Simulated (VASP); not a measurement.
All values below come from revTPSS meta-GGA, VASP's PBE PAW potentials (set 64) (plane waves; VASP).

VASP ran on this input.

File POSCAR:
```
Ag
1.0
  0.0000000000   2.0450000000   2.0450000000
  2.0450000000   0.0000000000   2.0450000000
  2.0450000000   2.0450000000   0.0000000000
Ag
1
Direct
  0.0000000000   0.0000000000   0.0000000000
```

### INCAR
```
SYSTEM=Ag
PREC=Accurate; ENCUT=520; LREAL=.FALSE.
LASPH=.TRUE.
EDIFF=1E-6; NELM=100; ALGO=Normal
LMAXMIX=4; LMIXTAU=.TRUE.
ISMEAR=1; SIGMA=0.1
METAGGA=RTPSS
IBRION=2; NSW=60; ISIF=3
EDIFFG=-0.01
LWAVE=.FALSE.; LCHARG=.FALSE.
```

File KPOINTS:
```
Automatic mesh
0
Gamma
14 14 14
0 0 0
```

POTCAR, in this order: Ag (PBE.64 set). Program: vasp_std.

What VASP printed:

File OSZICAR:
```
       N       E                     dE             d eps       ncg     rms          rms(c)
DAV:   1     0.672929252816E+02    0.67293E+02   -0.62787E+03  1936   0.125E+03
DAV:   2     0.118196916634E+02   -0.55473E+02   -0.53057E+02  1935   0.259E+02
DAV:   3     0.111013581997E+02   -0.71833E+00   -0.71781E+00  2564   0.382E+01
DAV:   4     0.110975317792E+02   -0.38264E-02   -0.38262E-02  2421   0.249E+00
DAV:   5     0.110974584301E+02   -0.73349E-04   -0.73349E-04  2512   0.300E-01    0.627E+00
DAV:   6     0.130697822117E+02    0.19723E+01   -0.10008E+01  1872   0.538E+01    0.334E+00
DAV:   7     0.133931504149E+02    0.32337E+00   -0.67903E-01  2030   0.915E+00    0.268E+00
DAV:   8     0.130334782288E+02   -0.35967E+00   -0.87640E-01  1905   0.107E+01    0.108E+00
DAV:   9     0.129156335258E+02   -0.11784E+00   -0.18260E-01  1928   0.458E+00    0.202E-01
DAV:  10     0.129172366323E+02    0.16031E-02   -0.86683E-04  1980   0.336E-01    0.195E-01
DAV:  11     0.129154412774E+02   -0.17954E-02   -0.39651E-03  1992   0.716E-01    0.398E-02
DAV:  12     0.129154345004E+02   -0.67770E-05   -0.14657E-04  1883   0.157E-01    0.375E-02
DAV:  13     0.129153306185E+02   -0.10388E-03   -0.11529E-04  1931   0.125E-01    0.682E-03
DAV:  14     0.129153244915E+02   -0.61269E-05   -0.12286E-05  2007   0.340E-02    0.366E-03
DAV:  15     0.129153240321E+02   -0.45945E-06   -0.10181E-06  1915   0.897E-03
   1 F= 0.12915324E+02 E0= 0.12915265E+02  d E =0.129153E+02
       N       E                     dE             d eps       ncg     rms          rms(c)
DAV:   1     0.126104679280E+02   -0.30486E+00   -0.58932E+00  1899   0.298E+01    0.359E+00
DAV:   2     0.129081462407E+02    0.29768E+00   -0.13393E+00  1894   0.127E+01    0.101E+00
DAV:   3     0.129122221172E+02    0.40759E-02   -0.25056E-02  1906   0.130E+00    0.616E-01
DAV:   4     0.129170454438E+02    0.48233E-02   -0.99258E-03  1939   0.872E-01    0.606E-02
DAV:   5     0.129137939998E+02   -0.32514E-02   -0.43798E-03  1894   0.597E-01    0.323E-02
DAV:   6     0.129137229509E+02   -0.71049E-04   -0.24956E-05  1935   0.567E-02    0.285E-02
DAV:   7     0.129137271242E+02    0.41733E-05   -0.53297E-06  1913   0.296E-02    0.144E-02
DAV:   8     0.129136526860E+02   -0.74438E-04   -0.83847E-05  1874   0.983E-02    0.486E-03
DAV:   9     0.129136500077E+02   -0.26783E-05   -0.28847E-06  1891   0.202E-02    0.461E-03
DAV:  10     0.129136497783E+02   -0.22941E-06   -0.17701E-08   936   0.171E-03
   2 F= 0.12913650E+02 E0= 0.12913590E+02  d E =-.167425E-02
       N       E                     dE             d eps       ncg     rms          rms(c)
DAV:   1     0.128560684822E+02   -0.57582E-01   -0.10987E+00  1898   0.131E+01    0.157E+00
DAV:   2     0.129095796793E+02    0.53511E-01   -0.21482E-01  1894   0.519E+00    0.550E-01
DAV:   3     0.129105985818E+02    0.10189E-02   -0.69195E-03  1905   0.717E-01    0.350E-01
DAV:   4     0.129118918812E+02    0.12933E-02   -0.19545E-03  1940   0.400E-01    0.550E-02
DAV:   5     0.129110107568E+02   -0.88112E-03   -0.97942E-04  1893   0.281E-01    0.104E-02
DAV:   6     0.129109721909E+02   -0.38566E-04   -0.46025E-05  1880   0.767E-02    0.113E-02
DAV:   7     0.129109734878E+02    0.12969E-05   -0.10083E-05  1877   0.409E-02    0.245E-03
DAV:   8     0.129109722987E+02   -0.11891E-05   -0.22361E-06  1880   0.169E-02    0.674E-04
DAV:   9     0.129109722039E+02   -0.94790E-07   -0.78758E-08   936   0.377E-03
   3 F= 0.12910972E+02 E0= 0.12910889E+02  d E =-.435183E-02
```

**OUTCAR**
```
------------------------ aborting loop because EDIFF is reached ----------------------------------------
  FORCE on cell =-STRESS in cart. coord.  units (eV):
  Direction    XX          YY          ZZ          XY          YZ          ZX
  --------------------------------------------------------------------------------------
  Total        0.0003757      0.0003757      0.0003757     -0.0000000      0.0000000      0.0000000
  in kB        0.0361379      0.0361379      0.0361379     -0.0000000      0.0000000      0.0000000
  external PRESSURE =       0.0361379 kB  Pullay stress =       0.0000000 kB
  volume of cell :       16.66
      direct lattice vectors                 reciprocal lattice vectors
     0.000000000  2.026961763  2.026961763    -0.246674609  0.246674609  0.246674609
     2.026961763  0.000000000  2.026961763     0.246674609 -0.246674609  0.246674609
     2.026961763  2.026961763 -0.000000000     0.246674609  0.246674609 -0.246674609
 POSITION                                       TOTAL-FORCE (eV/Angst)
 -----------------------------------------------------------------------------------
      0.00000      0.00000      0.00000         0.000000      0.000000     -0.000000
 -----------------------------------------------------------------------------------
    total drift:                               -0.000000      0.000000      0.000000
  FREE ENERGIE OF THE ION-ELECTRON SYSTEM (eV)
  ---------------------------------------------------
  free  energy   TOTEN  =        12.9109722039 eV

  energy  without entropy=       12.9107218759  energy(sigma->0) =       12.91088876

 reached required accuracy - stopping structural energy minimisation
```
(Selected blocks of OUTCAR.)

### CONTCAR
```
Ag
   1.00000000000000
     0.0000000000000000    2.0269617628798589    2.0269617628798589
     2.0269617628798589    0.0000000000000000    2.0269617628798589
     2.0269617628798589    2.0269617628798589   -0.0000000000000000
  Ag
     1
Direct
     0.0000000000000000    0.0000000000000000    0.0000000000000000
```

Energy and stress use the plane-wave basis of the starting cell.

The compound is Ag in the fcc structure. This run relaxes it. Symmetry was kept, so distortions that lower it aren't found.
